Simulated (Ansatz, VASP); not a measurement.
# CoIBr (1T-CoBrI monolayer) in two plane-wave programs, part 2 of 2

Wanted: the spread between two codes on one cell, functional and k mesh. The structure shown is the start of the Ansatz relaxation below; VASP solves that cell, so the two are compared at the walk's first step.

VASP 6.6.1 and Ansatz 0.2.0.

So far: The structure; Ansatz: relaxation, PBEsol with D3(BJ).

### 3. VASP: single point, PBEsol with D3(BJ), start cell

Level of this step: PBEsol with D3(BJ), spin-polarised from a ferromagnetic start; plane waves and PAW (I, Co, Br) (VASP).

The same cell, functional, mesh and smearing now go to VASP, with its own data sets.

Lines of VASP's logs that name or quote its potential files are left out, and so is its time.

File INCAR:

```
SYSTEM = CoIBr
PREC = Accurate
ENCUT = 520
EDIFF = 1E-06
NELM = 200
ISMEAR = -1
SIGMA = 0.05
LREAL = .FALSE.
ALGO = Normal
GGA = PS
IVDW = 12
NBANDS = 20
ISPIN = 2
MAGMOM = 0.01 0.88 0.04
LASPH = .TRUE.
LMAXMIX = 4
LORBIT = 11
LWAVE = .FALSE.
LCHARG = .FALSE.
ISIF = 2
LDIPOL = .TRUE.
IDIPOL = 3
DIPOL = 0.5 0.5 0.502
LVHAR = .TRUE.
GGA_COMPAT = .FALSE.
NELMDL = -8
KPAR = 2
```

File POSCAR:

```
CoIBr
1.0
    3.6802010000      0.0000000000      0.0000000000
   -1.8401000000      3.1871480000      0.0000000000
    0.0000000000      0.0000000000     36.3626390000
I Co Br
1 1 1
Direct
    0.6666665378      0.3333334379      0.4633877096
    0.0000000000      0.0000000000      0.5049295240
    0.3333331905      0.6666665621      0.5366122904
```

File KPOINTS:

```
Automatic mesh
0
Gamma
12 12 1
0 0 0
```

The projector-augmented-wave data sets are I, Co and Br (PBE family, release 64).

The run is started by

```
$ mpirun -np 2 vasp_std
```

Numbers of over 12 decimals in the logs are rounded to 6 here.

Output:

```text
[banner, memory and clock lines left out]
running    2 mpi-ranks, on    1 nodes
 distrk:  each k-point on    1 cores,    2 groups
 distr:  one band on    1 cores,    1 groups

 POSCAR found type information on POSCAR I CoBr
 POSCAR found :  3 types and       3 ions
|                                                                             |
|               ----> ADVICE to this user running VASP <----                  |
|                                                                             |
|     You enforced a specific xc type in the INCAR file but a different       |
|     [... a line on the potential file left out ...]
|     I HOPE YOU KNOW WHAT YOU ARE DOING!                                     |
|                                                                             |

 LDA part: xc-table for (Slater+PW92), standard interpolation
 POSCAR, INCAR and KPOINTS ok, starting setup
 FFT: planning ... GRIDC
 FFT: planning ... GRID_SOFT
 FFT: planning ... GRID
 WAVECAR not read
 entering main loop
       N       E                     dE             d eps       ncg     rms          rms(c)
DAV:   1     0.177786723153E+03    0.17779E+03   -0.66094E+03  1520   0.770E+02
DAV:   2     0.138272474630E+02   -0.16396E+03   -0.15341E+03  2160   0.183E+02
DAV:   3    -0.112459290716E+02   -0.25073E+02   -0.24542E+02  1956   0.749E+01
DAV:   4    -0.121960868436E+02   -0.95016E+00   -0.94730E+00  2052   0.180E+01
DAV:   5    -0.122194830715E+02   -0.23396E-01   -0.23392E-01  2324   0.276E+00
DAV:   6    -0.122197735657E+02   -0.29049E-03   -0.29047E-03  2112   0.270E-01
DAV:   7    -0.122197867804E+02   -0.13215E-04   -0.13215E-04  2372   0.505E-02
DAV:   8    -0.122197868533E+02   -0.72910E-07   -0.72843E-07  1868   0.459E-03    0.120E+01
DAV:   9    -0.131393464393E+02   -0.91956E+00   -0.12457E+01  1892   0.500E+01    0.128E+01
DAV:  10    -0.118196121739E+02    0.13197E+01   -0.12077E+01  2032   0.633E+01    0.622E+00
DAV:  11    -0.116387211542E+02    0.18089E+00   -0.99236E-01  2084   0.101E+01    0.258E+00
DAV:  12    -0.116028650960E+02    0.35856E-01   -0.12198E-01  2272   0.440E+00    0.832E-01
DAV:  13    -0.116038460908E+02   -0.98099E-03   -0.12731E-02  2196   0.667E-01    0.413E-01
DAV:  14    -0.116042898826E+02   -0.44379E-03   -0.12413E-03  2188   0.306E-01    0.225E-01
[...]
DAV:  28    -0.116070417946E+02   -0.32486E-03   -0.18069E-06  1760   0.397E-03    0.208E-03
DAV:  29    -0.116072079511E+02   -0.16616E-03   -0.59630E-07  1756   0.265E-03    0.222E-03
DAV:  30    -0.116073235213E+02   -0.11557E-03   -0.18726E-07  1704   0.150E-03    0.158E-03
DAV:  31    -0.116073776957E+02   -0.54174E-04   -0.56785E-08  1628   0.916E-04    0.725E-04
DAV:  32    -0.116073945693E+02   -0.16874E-04   -0.27478E-08  1640   0.812E-04    0.411E-04
DAV:  33    -0.116074043937E+02   -0.98243E-05   -0.37752E-08  1628   0.640E-04    0.183E-04
DAV:  34    -0.116074082547E+02   -0.38610E-05   -0.24920E-08  1640   0.427E-04    0.187E-04
DAV:  35    -0.116074089285E+02   -0.67384E-06   -0.50663E-09  1720   0.263E-04
   1 F= -.12176763E+02 E0= -.12166934E+02  d E =-.196586E-01  mag=     1.0006
```

OUTCAR, selected parts (step 3):

```text
ion  position               nearest neighbor table
   1  0.667  0.333  0.463-   2 2.61   2 2.61   2 2.61
   2  0.000  0.000  0.505-   3 2.42   3 2.42   3 2.42   1 2.61   1 2.61   1 2.61
   3  0.333  0.667  0.537-   2 2.42   2 2.42   2 2.42

  LATTYP: Found a hexagonal cell.
 ALAT       =     3.6802010000
 C/A-ratio  =     9.8806122274

 Subroutine GETGRP returns: Found  6 space group operations
 (whereof  6 operations were pure point group operations)

The static configuration has the point symmetry C_3v.

 Found     19 irreducible k-points:

   k-points           NKPTS =     19   k-points in BZ     NKDIM =     19   number of bands    NBANDS=     20

   dimension x,y,z NGX =    28 NGY =   28 NGZ =  270
   dimension x,y,z NGXF=    56 NGYF=   56 NGZF=  540

   ENCUT  =  520.0 eV  38.22 Ry    6.18 a.u.   6.84  6.84 67.61*2*pi/ulx,y,z

   NELECT =      23.0000    total number of electrons

 k-points in reciprocal lattice and weights: Automatic mesh
   0.00000000  0.00000000  0.00000000       0.007
   0.08333333  0.00000000  0.00000000       0.042
   0.16666667  0.00000000  0.00000000       0.042
   0.25000000 -0.00000000  0.00000000       0.042
   0.33333333  0.00000000  0.00000000       0.042
   0.41666667  0.00000000  0.00000000       0.042
   0.50000000 -0.00000000  0.00000000       0.021
   0.08333333  0.08333333  0.00000000       0.042
   0.16666667  0.08333333  0.00000000       0.083
[...]
0.33333333  0.25000000  0.00000000       0.083
   0.33333333  0.33333333  0.00000000       0.014

 dipolmoment           0.000000      0.000000      0.036166 electrons x Angstroem

 average (electrostatic) potential at core
       1 -99.6568       2 -90.9739       3 -69.6597

 E-fermi :  -2.9624

 spin component 1
 k-point     1 :       0.0000    0.0000    0.0000
  band No.  band energies     occupation
    ...
      7      -4.7255      1.00000
      8      -4.7255      1.00000
      9      -4.4335      1.00000
     10      -4.4335      1.00000
     11      -3.9774      1.00000
     12      -2.3589      0.00001
     13      -2.3589      0.00001
     14       0.3414      0.00000
     15       1.2140      0.00000
     16       1.4924      0.00000
    ...

 k-point     2 :       0.0833    0.0000    0.0000
  band No.  band energies     occupation
    ...
      7      -5.2354      1.00000
      8      -5.0083      1.00000
      9      -4.4410      1.00000
     10      -4.2180      1.00000
     11      -3.8358      1.00000
     12      -2.6817      0.00363
     13      -2.4378      0.00003
     14       0.5861      0.00000
     15       1.3846      0.00000
     16       1.6913      0.00000
    ...

 k-point     3 :       0.1667    0.0000    0.0000
  band No.  band energies     occupation
    ...
      8      -5.2490      1.00000
      9      -4.4589      1.00000
     10      -4.0348      1.00000
     11      -3.7588      1.00000
     12      -3.2225      0.99453
     13      -2.5908      0.00059
     14       1.0663      0.00000
     15       1.6771      0.00000
     16       1.9906      0.00000
     17       2.0452      0.00000
    ...

 k-point     4 :       0.2500   -0.0000    0.0000
  band No.  band energies     occupation
    ...
      8      -5.3547      1.00000
      9      -4.4790      1.00000
     10      -4.0255      1.00000
     11      -3.8731      1.00000
     12      -3.3551      0.99961
     13      -2.6777      0.00336
     14       1.2546      0.00000
     15       1.6582      0.00000
     16       2.2170      0.00000
     17       2.4987      0.00000
    ...

 k-point     5 :       0.3333    0.0000    0.0000
  band No.  band energies     occupation
    ...
      8      -5.7636      1.00000
      9      -4.5146      1.00000
     10      -4.1332      1.00000
     11      -3.9825      1.00000
     12      -3.1709      0.98478
     13      -2.6761      0.00325
     14       0.7473      0.00000
     15       1.9991      0.00000
     16       2.4556      0.00000
     17       3.1674      0.00000
    ...

 k-point     6 :       0.4167    0.0000    0.0000
  band No.  band energies     occupation
    ...
      7      -6.2381      1.00000
      8      -6.1856      1.00000
      9      -4.5344      1.00000
     10      -4.2426      1.00000
     11      -4.1109      1.00000
     12      -2.9496      0.43649
     13      -2.6489      0.00189
     14       0.4060      0.00000
     15       1.9083      0.00000
     16       2.7175      0.00000
    ...

 Edisp (eV)   -0.56935

  Total      -0.18989    -0.18989     0.75112    -0.00000     0.00000     0.00000
  in kB      -0.71331    -0.71331     2.82156    -0.00000     0.00000     0.00000
  external pressure =        0.46 kB  Pullay stress =        0.00 kB

  energy-cutoff  :      520.00
  volume of cell :      426.51
      direct lattice vectors                 reciprocal lattice vectors
     3.680201000  0.000000000  0.000000000     0.271724289  0.156880027  0.000000000
    -1.840100000  3.187148000  0.000000000     0.000000000  0.313760139  0.000000000
     0.000000000  0.000000000 36.362639000     0.000000000  0.000000000  0.027500754

 POSITION                                       TOTAL-FORCE (eV/Angst)
 -----------------------------------------------------------------------------------
      1.84010      1.06238     16.85000         0.000000     -0.000000      0.054835
      0.00000      0.00000     18.36057        -0.000000      0.000000     -0.781836
      0.00000      2.12477     19.51264         0.000000      0.000000      0.727001
 -----------------------------------------------------------------------------------
    total drift:                                0.000492      0.000033     -0.000304

  FREE ENERGIE OF THE ION-ELECTRON SYSTEM (eV)
  ---------------------------------------------------
  free  energy   TOTEN  =       -12.1767629320 eV

  energy  without entropy=      -12.1571043154  energy(sigma->0) =      -12.16693362

 vacuum level on the upper side and lower side of the slab         1.997         1.439

 total charge
# of ion       s       p       d       tot
------------------------------------------
    1        1.517   2.718   0.055   4.289
    2        0.347   0.407   7.415   8.169
    3        1.606   3.193   0.055   4.853
--------------------------------------------------
tot          3.470   6.318   7.524  17.312

 magnetization (x)
# of ion       s       p       d       tot
------------------------------------------
    1        0.006  -0.003   0.007   0.010
    2        0.003   0.005   0.868   0.876
    3        0.009   0.032   0.001   0.042
--------------------------------------------------
tot          0.018   0.034   0.876   0.928

[... 6 further parts left out ...]
```

The cell holds one magnetic atom, so no antiferromagnetic order fits into it.

### 4. Side by side

Known differences besides the potentials themselves: VASP starts from the moments at which Ansatz ended; Ansatz cuts the interaction across the vacuum, VASP repeats the sheet with a dipole correction; the data sets hold 41 valence electrons in Ansatz (on its default PAW (the set named soft_2) files) and 23 in VASP; the cutoff is 420 eV in Ansatz and 520 eV in VASP; Ansatz makes its cores anew for this functional, VASP keeps those of its PBE data sets. Total energies have different zeros and are not compared.

Forces (eV/Å; atoms numbered as in POSCAR):

| atom | Ansatz x, y, z | VASP x, y, z |
| --- | --- | --- |
| I1 | 0.000, 0.000, 0.058 | 0.000, 0.000, 0.055 |
| Co2 | 0.000, 0.000, -0.775 | 0.000, 0.000, -0.782 |
| Br3 | 0.000, 0.000, 0.716 | 0.000, 0.000, 0.727 |

The forces differ by 4.5 meV/Å r.m.s., which is 1.3 % of the r.m.s. force of 0.356 eV/Å (both taken over all components). Moments aren't recorded for both runs of this pair, so they may hold unlike magnetic states. With vacuum in the cell, a pressure given here is an average over mostly empty space and none of the material.

### 5. What came out

```json
{
  "r.m.s. force difference (single point, PBEsol with D3(BJ), start cell)": "1.3 % of the r.m.s. force"
}
```

In words: The r.m.s. force difference is 1.3 % of the r.m.s. force (single point, PBEsol with D3(BJ), start cell), within the 3 % picked in this series as the mark of a large difference. The data sets hold unlike numbers of valence electrons (41 in Ansatz and 23 in VASP), so part of the differences comes from the potentials. How closely two codes agree says nothing of how well the functional describes the real material.

[Lines on the potential files, build, host, timing and source positions are cut from VASP's logs without a mark.]

[Logs are printed without paths, hosts, clocks, repeated set-up lines and the standing remarks that a program may print on its own settings, such as how far it seeks lower states.]

[Hosts, paths, dates, database ids (printed as entryN), source tags and the programs' standing remarks are cut or masked in the printed files.]
